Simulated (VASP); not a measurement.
The input files of a VASP run:

File KPOINTS:
```
kpoints
0
Gamma
  6 6 6
```

POSCAR:
```
BaTiO3
1
    3.8393645304     0.0000000000     0.0000000000
    0.0000000000     3.8393645304     0.0000000000
    0.0000000000     0.0000000000     3.8396803818
Ba Ti O
1 1 3
Direct
  0.0000000000   0.0000000000   0.9930605297
  0.5000000000   0.5000000000   0.4937167321
  0.5000000000   0.5000000000   0.9923543916
  0.0000000000   0.5000000000   0.4924341731
  0.5000000000   0.0000000000   0.4924341731
```

INCAR:
```
LMAXMIX = 4   # l cut-off of mixed one-centre charges
ALGO = Normal
LASPH = .TRUE.
IBRION = 2
LWAVE = .FALSE.
EDIFFG = -0.02
SIGMA = 0.05
ENCUT = 620
NELM = 100
NSW = 40   # most ionic steps
EDIFF = 1E-6
SYSTEM = BaTiO3
ISIF = 3
ISMEAR = 0   # Gaussian
LCHARG = .FALSE.
PREC = Accurate
PSTRESS = 300   # kbar
LREAL = .FALSE.
```

POTCAR, in this order: Ba_sv Ti_sv O (LDA.64 set). Program: vasp_std.

Q: Translate this LDA calculation to Quantum ESPRESSO's pw.x.

A: One equivalent input (not run):
```
&CONTROL
  calculation = 'vc-relax'
  pseudo_dir = './pseudo'
  outdir = './out'
  tprnfor = .true.
  tstress = .true.
  nstep = 40
  forc_conv_thr = 0.00078
/
&SYSTEM
  ibrav = 0
  nat = 5
  ntyp = 3
  ecutwfc = 84
  occupations = 'smearing'
  smearing = 'gaussian'
  degauss = 0.003675
  input_dft = 'pz'
/
&ELECTRONS
  conv_thr = 7.3e-08
  electron_maxstep = 100
/
&IONS
/
&CELL
  press = 300
/
ATOMIC_SPECIES
  Ba 137.327 Ba.upf
  Ti 47.867 Ti.upf
  O 15.999 O.upf
CELL_PARAMETERS angstrom
     3.8393645    0.0000000    0.0000000
     0.0000000    3.8393645    0.0000000
     0.0000000    0.0000000    3.8396804
ATOMIC_POSITIONS crystal
  Ba   0.0000000  0.0000000  0.9930605
  Ti   0.5000000  0.5000000  0.4937167
  O    0.5000000  0.5000000  0.9923544
  O    0.0000000  0.5000000  0.4924342
  O    0.5000000  0.0000000  0.4924342
K_POINTS automatic
  6 6 6 0 0 0
```
The two are equivalent in intent, not identical: the potentials are each code's own (VASP's PAW set, PseudoDojo norm-conserving files in pw.x), so ENCUT and ecutwfc are chosen apart and not converted; conv_thr bounds pw.x's estimated SCF error, while EDIFF bounds the energy change between steps; forc_conv_thr acts on force components and is met together with etot_conv_thr.

The compound is BaTiO3 in the tetragonal perovskite structure. This run relaxes it under an external pressure of 30 GPa. Symmetry was kept, so distortions that lower it aren't found.
